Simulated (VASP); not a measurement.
Input of a VASP 6.6.1 run:

File INCAR:

```
  ALGO = Normal
  EDIFF = 1E-7
  ENCUT = 520
  GGA = PE
  ISIF = 2
  ISMEAR = 0
  LASPH = True
  LCHARG = False
  LREAL = False
  LWAVE = False
  NBANDS = 30
  NELM = 100
  PREC = Accurate
  SIGMA = 0.05
```

File KPOINTS:

```
k-points
0
Gamma
  4 4 4
```

Contents of POSCAR:

```
ZrSnSe3
1.0
    5.3246496624      0.0000000000      0.0000000000
    0.0000000000      5.3246496624      0.0000000000
    0.0000000000      0.0000000000      5.3246496624
Sn Zr Se
1 1 3
Direct
    0.0000000000      0.0000000000      0.0000000000
    0.5000000000      0.5000000000      0.5000000000
    0.5000000000      0.5000000000      0.0000000000
    0.5000000000      0.0000000000      0.5000000000
    0.0000000000      0.5000000000      0.5000000000
```

Potentials or basis: VASP PAW PBE potentials, release 64 (Sn_d, Zr_sv, Se).

Command:

```console
$ cat potpaw_PBE.64/Sn_d/POTCAR potpaw_PBE.64/Zr_sv/POTCAR potpaw_PBE.64/Se/POTCAR > POTCAR
$ mpirun -np 1 vasp_std > vasp.out
```

Problem. Predict the band gap on the k mesh.

Solution. 0.03 eV, indirect (least direct gap 0.25 eV).

Problem. Predict the pressure.

Solution. -3.1 GPa.

Caveat: spin-orbit coupling is left out, which moves the levels of the heavy elements. A k mesh can miss the band edges.
